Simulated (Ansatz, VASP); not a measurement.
# H2CClF: VASP beside Ansatz, part 2 of 2

Aim: how closely do two programs agree when they are given the same cell, functional and k mesh? The cell is taken from a series of runs on this material, whose earlier steps may have relaxed, scaled, displaced or heated it; both programs get it as it stands.

VASP 6.6.1 and Ansatz 0.2.0.

So far: The structure; Ansatz: single point, HSE06.

**3. VASP: single point, HSE06**

Level of this step: HSE06; plane waves and PAW (H, C, Cl, F) (VASP).

The same cell, functional and mesh now go to VASP, with its own data sets.

Lines of VASP's logs that name or quote its potential files are left out, and so is its time.

The run reads the wave functions of an earlier VASP run, which isn't shown here.

Contents of INCAR:

```
SYSTEM = H2CClF
PREC = Accurate
ENCUT = 520
EDIFF = 1E-06
NELM = 100
ISMEAR = 0
SIGMA = 0.01
LREAL = .FALSE.
ALGO = Normal
LHFCALC = .TRUE.
AEXX = 0.25
GGA = PE
HFSCREEN = 0.208
LASPH = .TRUE.
NBANDS = 30
PRECFOCK = Fast
LORBIT = 11
LWAVE = .FALSE.
LCHARG = .FALSE.
KPAR = 4
NCORE = 2
ISIF = 2
```

Contents of POSCAR:

```
H2CClF
1.0
    4.9954970000      0.0000000000      0.0000000000
    0.0000000000      4.1269615000      0.0000000000
   -2.1037472312      0.0000000000      6.3967021394
H C Cl F
4 2 2 2
Direct
    0.2861142982      0.3935428942      0.1565139926
    0.7138857018      0.8935428942      0.8434860074
    0.5718836547      0.1059810211      0.2703670354
    0.4281163453      0.6059810211      0.7296329646
    0.3461729266      0.1410139240      0.1940597987
    0.6538270734      0.6410139240      0.8059402013
    0.1659346457      0.0001759731      0.3684815870
    0.8340653543      0.5001759731      0.6315184130
    0.2627279128      0.9597861875      0.0125823776
    0.7372720872      0.4597861875      0.9874176224
```

Contents of KPOINTS:

```
Automatic mesh
0
Gamma
4 4 2
0 0 0
```

Potentials, in the order of the species: H, C, Cl and F (PBE family, release 64).

On the command line:

```
> mpirun -np 8 vasp_std
```

Numbers of over 12 decimals in the logs are rounded to 6 here.

Output:

```text
[banner, memory and clock lines left out]
running    8 mpi-ranks, on    1 nodes
 distrk:  each k-point on    2 cores,    4 groups
 distr:  one band on    2 cores,    1 groups

 POSCAR found type information on POSCAR H C ClF
 POSCAR found :  4 types and      10 ions
 LDA part: xc-table for (Slater+PW92), standard interpolation
 found WAVECAR, reading the header
 POSCAR, INCAR and KPOINTS ok, starting setup
 FFT: planning ... GRIDC
 FFT: planning ... GRID_SOFT
 FFT: planning ... GRID
 reading WAVECAR
 the WAVECAR file was read successfully
 initial charge from wavefunction
 entering main loop
       N       E                     dE             d eps       ncg     rms          rms(c)
DAV:   1    -0.550283764446E+02   -0.55028E+02   -0.72765E-01  1342   0.778E+00    0.885E-01
DAV:   2    -0.550391240477E+02   -0.10748E-01   -0.11133E-01  1374   0.204E+00    0.965E-01
DAV:   3    -0.550342328294E+02    0.48912E-02   -0.10569E-02  1380   0.106E+00    0.603E-01
DAV:   4    -0.550344439047E+02   -0.21108E-03   -0.56732E-03  1266   0.499E-01    0.341E-01
DAV:   5    -0.550341660608E+02    0.27784E-03   -0.25332E-04  1384   0.130E-01    0.179E-01
DAV:   6    -0.550340926183E+02    0.73443E-04   -0.16991E-04  1296   0.923E-02    0.962E-02
DAV:   7    -0.550340739350E+02    0.18683E-04   -0.12429E-05  1300   0.276E-02    0.580E-02
DAV:   8    -0.550340659350E+02    0.80000E-05   -0.72236E-06  1380   0.243E-02    0.343E-02
DAV:   9    -0.550340641713E+02    0.17637E-05   -0.35575E-06  1260   0.137E-02    0.194E-02
DAV:  10    -0.550340636152E+02    0.55610E-06   -0.34667E-07   732   0.470E-03
   1 F= -.55034064E+02 E0= -.55034064E+02  d E =-.103659E-96
```

From OUTCAR (step 3):

```text
ion  position               nearest neighbor table
   1  0.286  0.394  0.157-   5 1.09
   2  0.714  0.894  0.843-   6 1.09
   3  0.572  0.106  0.270-   5 1.09
   4  0.428  0.606  0.730-   6 1.09
   5  0.346  0.141  0.194-   1 1.09   3 1.09   9 1.38   7 1.79
   6  0.654  0.641  0.806-   2 1.09   4 1.09  10 1.38   8 1.79
   7  0.166  0.000  0.368-   5 1.79
   8  0.834  0.500  0.632-   6 1.79
   9  0.263  0.960  0.013-   5 1.38
  10  0.737  0.460  0.987-   6 1.38

  LATTYP: Found a simple monoclinic cell.
 ALAT       =     4.9954970000
 B/A-ratio  =     0.8261363184
 C/A-ratio  =     1.3479663785
 COS(beta)  =    -0.3124178180

 Subroutine GETGRP returns: Found  2 space group operations
 (whereof  1 operations were pure point group operations)

The static configuration has the point symmetry C_1 .
 The point group associated with its full space group is C_2 .

 Found     18 irreducible k-points:

   k-points           NKPTS =     18   k-points in BZ     NKDIM =     32   number of bands    NBANDS=     30

   dimension x,y,z NGX =    40 NGY =   32 NGZ =   50
   dimension x,y,z NGXF=    80 NGYF=   64 NGZF=  100

   ENCUT  =  520.0 eV  38.22 Ry    6.18 a.u.   9.29  7.67 12.52*2*pi/ulx,y,z

   NELECT =      40.0000    total number of electrons

 k-points in reciprocal lattice and weights: Automatic mesh
   0.00000000  0.00000000  0.00000000       0.031
   0.25000000  0.00000000 -0.00000000       0.062
   0.50000000  0.00000000 -0.00000000       0.031
   0.00000000  0.25000000  0.00000000       0.062
   0.25000000  0.25000000 -0.00000000       0.125
   0.50000000  0.25000000 -0.00000000       0.062
   0.00000000  0.50000000  0.00000000       0.031
   0.25000000  0.50000000 -0.00000000       0.062
   0.50000000  0.50000000 -0.00000000       0.031
[...]
0.25000000  0.50000000  0.50000000       0.062
   0.50000000  0.50000000  0.50000000       0.031

  exchange ACFDT corr.  =         0.00000000  see jH, gK, PRB 81, 115126

 average (electrostatic) potential at core
       1 -33.3680       2 -33.3680       3 -33.3832       4 -33.3832       5 -52.7681
       6 -52.7681       7 -91.8888       8 -91.8888       9 -73.4678      10 -73.4678

 E-fermi :  -2.7083

 k-point     1 :       0.0000    0.0000    0.0000
  band No.  band energies     occupation
    ...
     16      -5.0340      2.00000
     17      -3.6530      2.00000
     18      -3.6285      2.00000
     19      -3.6137      2.00000
     20      -3.0958      2.00000
     21       5.2935      0.00000
     22       5.5549      0.00000
     23       5.8848      0.00000
     24       7.1839      0.00000
     25       7.4512      0.00000
    ...

 k-point     2 :       0.2500    0.0000   -0.0000
  band No.  band energies     occupation
    ...
     16      -4.9503      2.00000
     17      -3.6104      2.00000
     18      -3.5104      2.00000
     19      -3.2961      2.00000
     20      -3.0460      2.00000
     21       5.0648      0.00000
     22       5.4417      0.00000
     23       6.2358      0.00000
     24       6.8884      0.00000
     25       7.4599      0.00000
    ...

 k-point     3 :       0.5000    0.0000   -0.0000
  band No.  band energies     occupation
    ...
     16      -4.8897      2.00000
     17      -3.5804      2.00000
     18      -3.4276      2.00000
     19      -3.0457      2.00000
     20      -2.8884      2.00000
     21       4.9385      0.00000
     22       5.6532      0.00000
     23       5.8475      0.00000
     24       6.9743      0.00000
     25       7.7564      0.00000
    ...

  Total       -0.6266586     -0.1253344     -0.7798183      0.0000000      0.0000000      0.6236579
  in kB       -7.6133589     -1.5227045     -9.4741173      0.0000000      0.0000000      7.5769034
  external PRESSURE =      -6.2033936 kB  Pullay stress =       0.0000000 kB

  energy-cutoff  :      520.00
  volume of cell :      131.88
      direct lattice vectors                 reciprocal lattice vectors
     4.995497000  0.000000000  0.000000000     0.200180282  0.000000000  0.065835286
     0.000000000  4.126961500  0.000000000     0.000000000  0.242309021  0.000000000
    -2.103747231  0.000000000  6.396702139     0.000000000  0.000000000  0.156330556

 POSITION                                       TOTAL-FORCE (eV/Angst)
 -----------------------------------------------------------------------------------
      1.10002      1.62414      1.00117         0.054531     -0.261570      0.042534
      1.79173      3.68762      5.39553        -0.054531     -0.261570     -0.042534
      2.28806      0.43738      1.72946        -0.237739      0.030902     -0.139497
      0.60369      2.50086      4.66724         0.237739      0.030902      0.139497
      1.32105      0.58196      1.24134        -0.174154     -0.080939      0.136289
      1.57070      2.64544      5.15536         0.174154     -0.080939     -0.136289
      0.05373      0.00073      2.35707         0.388952      0.149852     -0.366450
      2.83802      2.06421      4.03964        -0.388952      0.149852      0.366450
      1.28599      3.96100      0.08049        -0.020073      0.161754      0.312518
      1.60576      1.89752      6.31622         0.020073      0.161754     -0.312518
 -----------------------------------------------------------------------------------
    total drift:                               -0.000000     -0.001720     -0.000000

  FREE ENERGIE OF THE ION-ELECTRON SYSTEM (eV)
  ---------------------------------------------------
  free  energy   TOTEN  =       -55.0340636152 eV

  energy  without entropy=      -55.0340636152  energy(sigma->0) =      -55.03406362

 total charge
# of ion       s       p       d       tot
------------------------------------------
    1        0.650   0.050   0.000   0.699
    2        0.650   0.050   0.000   0.699
    3        0.650   0.050   0.000   0.699
    4        0.650   0.050   0.000   0.699
    5        0.840   1.604   0.000   2.444
    6        0.840   1.604   0.000   2.444
    7        1.598   3.537   0.000   5.135
    8        1.598   3.537   0.000   5.135
    9        1.755   4.397   0.000   6.151
   10        1.755   4.397   0.000   6.151
--------------------------------------------------
tot         10.986  19.273   0.000  30.259

[... 3 further parts left out ...]
```

The run ends at a pressure of -0.62 GPa, with forces up to 0.55 eV/Å.

**4. Comparison**

Known differences besides the potentials themselves: exact exchange at q = 0 is treated differently, which shows on coarse meshes; VASP keeps PBE cores, Ansatz makes them for the functional; fixed occupations in Ansatz, narrow Gaussian smearing in VASP; the cutoff is 420 eV in Ansatz and 520 eV in VASP; VASP takes a coarser grid for exact exchange (PRECFOCK = Fast). Total energies have different zeros and are not compared.

Both answers:

```tsv
quantity	Ansatz	VASP	difference
gap on the k mesh (eV)	7.763	7.794	-0.030
```

A gap on the mesh is an upper bound, since the band edges may lie between its points.

**5. Results**

* difference in gap on the k mesh (single point, HSE06): -0.030 eV

In words: The difference in gap on the k mesh is -0.030 eV (single point, HSE06), within the 0.08 eV picked in this series as the mark of a large difference. Such differences can come from data sets, numerical settings and the points named under the comparisons, not from the functional's error against experiment.

[Lines on the potential files, build, host, timing and source positions are cut from VASP's logs without a mark.]

[Logs are printed without paths, hosts, clocks, repeated set-up lines and the standing remarks that a program may print on its own settings, such as how far it seeks lower states.]

[Hosts, paths, dates, database ids (printed as entryN), source tags and the programs' standing remarks are cut or masked in the printed files.]
